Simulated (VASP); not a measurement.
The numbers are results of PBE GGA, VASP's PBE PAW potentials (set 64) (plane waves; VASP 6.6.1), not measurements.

The input files of a VASP run:

POSCAR:
```
SiO2
1
    4.0842199613     0.0000000000     0.0000000000
    0.0000000000     4.0842199613     0.0000000000
    0.0000000000     0.0000000000     2.6412547760
Si O
2 4
Direct
  0.0000000000   0.0000000000   0.0000000000
  0.5000000000   0.5000000000   0.5000000000
  0.3035761056   0.3035761056   0.0000000000
  0.8035761056   0.1964238944   0.5000000000
  0.1964238944   0.8035761056   0.5000000000
  0.6964238944   0.6964238944   0.0000000000
```

### INCAR
```
ALGO  =  Normal
EDIFF  =  1E-6
EDIFFG  =  -0.02
ENCUT  =  620
GGA  =  PE
IBRION  =  2
ISIF  =  3
ISMEAR  =  0
LASPH  =  .True.
LCHARG  =  .False.
LREAL  =  .False.
LWAVE  =  .False.
NELM  =  100
NSW  =  40
PREC  =  Accurate
PSTRESS  =  450
SIGMA  =  0.05
SYSTEM  =  SiO2
```

KPOINTS:
```
Automatic mesh
0
Gamma
6 6 8
0 0 0
```

POTCAR, in this order: Si O (PBE.64 set). Program: vasp_std.

Output of the run:

OSZICAR:
```
       N       E                     dE             d eps       ncg     rms          rms(c)
DAV:   1     0.185037983591E+03    0.18504E+03   -0.20470E+04  2024   0.179E+03
DAV:   2    -0.433859157434E+02   -0.22842E+03   -0.21989E+03  2692   0.352E+02
DAV:   3    -0.506859453773E+02   -0.73000E+01   -0.72788E+01  2400   0.664E+01
DAV:   4    -0.507408378630E+02   -0.54892E-01   -0.54820E-01  2376   0.647E+00
DAV:   5    -0.507414016368E+02   -0.56377E-03   -0.56367E-03  2316   0.651E-01    0.187E+01
DAV:   6    -0.459367786464E+02    0.48046E+01   -0.18243E+01  2264   0.309E+01    0.863E+00
DAV:   7    -0.459437796868E+02   -0.70010E-02   -0.68325E-01  2364   0.571E+00    0.314E+00
DAV:   8    -0.459579712727E+02   -0.14192E-01   -0.23896E-02  2256   0.153E+00    0.110E+00
DAV:   9    -0.459638395408E+02   -0.58683E-02   -0.84409E-03  2352   0.964E-01    0.277E-01
DAV:  10    -0.459640358642E+02   -0.19632E-03   -0.28857E-04  2360   0.152E-01    0.335E-02
DAV:  11    -0.459640285176E+02    0.73465E-05   -0.64540E-05  2336   0.611E-02    0.483E-03
DAV:  12    -0.459640291710E+02   -0.65334E-06   -0.25839E-06  1772   0.143E-02
   1 F= -.33589449E+02 E0= -.33589449E+02  d E =-.335894E+02
       N       E                     dE             d eps       ncg     rms          rms(c)
DAV:   1    -0.459147136541E+02    0.49315E-01   -0.37251E+01  2260   0.584E+01    0.101E+01
DAV:   2    -0.445996303532E+02    0.13151E+01   -0.42727E+00  2244   0.164E+01    0.261E+00
DAV:   3    -0.445352948733E+02    0.64335E-01   -0.33332E-01  2256   0.428E+00    0.873E-01
DAV:   4    -0.445244386789E+02    0.10856E-01   -0.18075E-02  2276   0.116E+00    0.286E-01
DAV:   5    -0.445235637129E+02    0.87497E-03   -0.18525E-03  2352   0.338E-01    0.118E-01
DAV:   6    -0.445236086678E+02   -0.44955E-04   -0.55219E-05  2272   0.648E-02    0.269E-02
DAV:   7    -0.445236037764E+02    0.48915E-05   -0.45812E-05  2340   0.518E-02    0.589E-03
DAV:   8    -0.445236038922E+02   -0.11581E-06   -0.65277E-07  1312   0.717E-03
   2 F= -.33348794E+02 E0= -.33348794E+02  d E =0.240655E+00
       N       E                     dE             d eps       ncg     rms          rms(c)
DAV:   1    -0.462758006609E+02   -0.17522E+01   -0.16531E+01  2280   0.373E+01    0.667E+00
DAV:   2    -0.456652022542E+02    0.61060E+00   -0.21181E+00  2232   0.116E+01    0.159E+00
DAV:   3    -0.456411325186E+02    0.24070E-01   -0.12231E-01  2228   0.255E+00    0.787E-01
DAV:   4    -0.456360943452E+02    0.50382E-02   -0.52296E-03  2244   0.622E-01    0.320E-01
DAV:   5    -0.456352533193E+02    0.84103E-03   -0.11653E-03  2316   0.257E-01    0.668E-02
DAV:   6    -0.456352585622E+02   -0.52429E-05   -0.60979E-05  2252   0.631E-02    0.193E-02
DAV:   7    -0.456352507554E+02    0.78068E-05   -0.27536E-05  2304   0.399E-02    0.417E-03
DAV:   8    -0.456352504706E+02    0.28481E-06   -0.38618E-07  1248   0.533E-03
   3 F= -.33659976E+02 E0= -.33659976E+02  d E =-.705269E-01
       N       E                     dE             d eps       ncg     rms          rms(c)
DAV:   1    -0.456267615555E+02    0.84892E-02   -0.18128E-03  2288   0.396E-01    0.701E-02
DAV:   2    -0.456266946622E+02    0.66893E-04   -0.23347E-04  2256   0.121E-01    0.165E-02
DAV:   3    -0.456266921672E+02    0.24950E-05   -0.13471E-05  2244   0.268E-02    0.706E-03
DAV:   4    -0.456266917677E+02    0.39946E-06   -0.64140E-07  1124   0.713E-03
   4 F= -.33660012E+02 E0= -.33660012E+02  d E =-.705633E-01
       N       E                     dE             d eps       ncg     rms          rms(c)
DAV:   1    -0.456046054376E+02    0.22087E-01   -0.17447E+00  2068   0.114E+01    0.427E-01
DAV:   2    -0.456067119075E+02   -0.21065E-02   -0.46976E-02  2364   0.177E+00    0.199E-01
DAV:   3    -0.456055687829E+02    0.11431E-02   -0.11584E-03  2320   0.365E-01    0.788E-02
DAV:   4    -0.456054350731E+02    0.13371E-03   -0.76742E-04  2344   0.243E-01    0.193E-02
DAV:   5    -0.456054386457E+02   -0.35726E-05   -0.82263E-05  2300   0.771E-02    0.109E-02
DAV:   6    -0.456054382226E+02    0.42311E-06   -0.27440E-06  1648   0.153E-02
   5 F= -.33661508E+02 E0= -.33661508E+02  d E =-.149614E-02
       N       E                     dE             d eps       ncg     rms          rms(c)
DAV:   1    -0.456149349178E+02   -0.94963E-02   -0.25480E-01  2060   0.434E+00    0.163E-01
DAV:   2    -0.456152480415E+02   -0.31312E-03   -0.68385E-03  2376   0.676E-01    0.766E-02
DAV:   3    -0.456150822191E+02    0.16582E-03   -0.17232E-04  2312   0.140E-01    0.304E-02
DAV:   4    -0.456150633614E+02    0.18858E-04   -0.10661E-04  2344   0.905E-02    0.719E-03
DAV:   5    -0.456150634941E+02   -0.13271E-06   -0.11028E-05  2236   0.279E-02    0.400E-03
DAV:   6    -0.456150633436E+02    0.15047E-06   -0.38371E-07  1184   0.572E-03
   6 F= -.33662427E+02 E0= -.33662427E+02  d E =-.241473E-02
       N       E                     dE             d eps       ncg     rms          rms(c)
DAV:   1    -0.456161674945E+02   -0.11040E-02   -0.13473E-02  2244   0.103E+00    0.837E-02
DAV:   2    -0.456160854857E+02    0.82009E-04   -0.14570E-04  2296   0.105E-01    0.470E-02
DAV:   3    -0.456160412807E+02    0.44205E-04   -0.52277E-05  2348   0.669E-02    0.336E-03
DAV:   4    -0.456160416263E+02   -0.34561E-06   -0.37719E-06  2000   0.162E-02
   7 F= -.33662527E+02 E0= -.33662527E+02  d E =-.997942E-04
```

OUTCAR:
```
------------------------ aborting loop because EDIFF is reached ----------------------------------------
  FORCE on cell =-STRESS in cart. coord.  units (eV):
  Direction    XX          YY          ZZ          XY          YZ          ZX
  --------------------------------------------------------------------------------------
  Total       11.9478314     11.9478314     11.9321135      0.0000000      0.0000000      0.0000000
  in kB      449.7860450    449.7860450    449.1943313      0.0000000      0.0000000      0.0000000
  external PRESSURE =      -0.4111929 kB  Pullay stress =     450.0000000 kB
  volume of cell :       42.56
      direct lattice vectors                 reciprocal lattice vectors
     4.032451287  0.000000000  0.000000000     0.247988117  0.000000000  0.000000000
    -0.000000000  4.032451287  0.000000000    -0.000000000  0.247988117  0.000000000
     0.000000000  0.000000000  2.617311610     0.000000000  0.000000000  0.382071434
 POSITION                                       TOTAL-FORCE (eV/Angst)
 -----------------------------------------------------------------------------------
      4.03245      0.00000      0.00000        -0.000000      0.000000      0.000000
      2.01623      2.01623      1.30866         0.000000      0.000000      0.000000
      1.22083      1.22083      2.61731        -0.000942     -0.000942      0.000000
      3.23705      0.79540      1.30866        -0.000942      0.000942      0.000000
      0.79540      3.23705      1.30866         0.000942     -0.000942      0.000000
      2.81163      2.81163      0.00000         0.000942      0.000942      0.000000
 -----------------------------------------------------------------------------------
    total drift:                                0.000000     -0.000000      0.000000
  FREE ENERGIE OF THE ION-ELECTRON SYSTEM (eV)
  ---------------------------------------------------
  free  energy   TOTEN  =       -45.6160416263 eV

  energy  without entropy=      -45.6160416263  energy(sigma->0) =      -45.61604163
  enthalpy is  TOTEN    =       -33.6625268605 eV   P V=       11.9535147658

 reached required accuracy - stopping structural energy minimisation
```
(Selected blocks of OUTCAR.)

File CONTCAR:
```
SiO2
   1.00000000000000
     4.0324512868866371    0.0000000000000000    0.0000000000000000
    -0.0000000000000000    4.0324512868866371    0.0000000000000000
     0.0000000000000000    0.0000000000000000    2.6173116096561300
  Si              O
     2     4
Direct
     1.0000000000000000    0.0000000000000000    0.0000000000000000
     0.5000000000000000    0.5000000000000000    0.5000000000000000
     0.3027501483108671    0.3027501483108671    1.0000000000000000
     0.8027501483108672    0.1972498516891328    0.5000000000000000
     0.1972498516891328    0.8027501483108672    0.5000000000000000
     0.6972498516891328    0.6972498516891328    0.0000000000000000
```

Energy and stress use the plane-wave basis of the starting cell.

The compound is SiO2 in the rutile structure, stishovite, a high-pressure form. This run relaxes it under an external pressure of 45 GPa. Symmetry was kept, so distortions that lower it aren't found.
